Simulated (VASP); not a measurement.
Consider the following.

```
CELL_PARAMETERS angstrom
     -2.10669     2.10669     3.98356
      2.10669    -2.10669     3.98356
      2.10669     2.10669    -3.98356
ATOMIC_POSITIONS crystal
  Mo 0.26041 0.26041 0.00000
  Mo 0.01041 0.51041 0.50000
  Mo 0.48959 0.98959 0.50000
  Mo 0.73959 0.73959 0.00000
  N  0.00000 0.00000 0.00000
  N  0.75000 0.25000 0.50000
```

The numbers are results of PBEsol GGA, VASP's PBE PAW potentials (set 64) (plane waves; VASP), not measurements. Run with 520 eV cut-off, Gaussian smearing of 0.050 eV, potentials Mo_sv N.

Problem. Give the energies of bands 25 to 38 at the high-symmetry points, in eV from the Fermi level.

Solution. 
```tsv
band	Γ	X	P	N	M	S	R
25	-5.44	-3.05	-3.44	-3.81	-5.09	-4.50	-3.51
26	-5.35	-3.05	-3.44	-3.60	-5.09	-4.28	-3.51
27	-4.63	-2.94	-2.87	-3.19	-4.16	-3.90	-2.76
28	-2.21	-2.94	-2.87	-2.93	-4.16	-3.34	-2.76
29	-2.21	-1.99	-1.52	-2.46	-3.81	-2.67	-2.50
30	-1.54	-1.99	-1.52	-2.18	-3.81	-2.01	-2.50
31	-0.95	-1.70	-1.32	-1.90	-0.01	-1.26	-1.76
32	-0.95	-1.70	-1.32	-0.74	-0.01	-1.24	-1.76
33	-0.63	0.06	0.74	-0.39	0.15	-0.32	0.45
34	-0.63	0.06	0.74	-0.14	0.15	-0.20	0.45
35	-0.37	1.51	1.07	0.29	0.59	0.89	1.10
36	0.28	1.51	1.07	1.14	0.59	1.19	1.10
37	1.75	1.70	1.81	1.21	1.78	1.25	1.75
38	2.44	1.70	1.81	1.54	1.78	1.75	1.76
```

It has no gap at this level: it comes out as a metal or semimetal.

The structure comes from a measured Mo2N entry (I4_1/amd) of the Crystallography Open Database, whose conditions weren't checked. It was relaxed first.
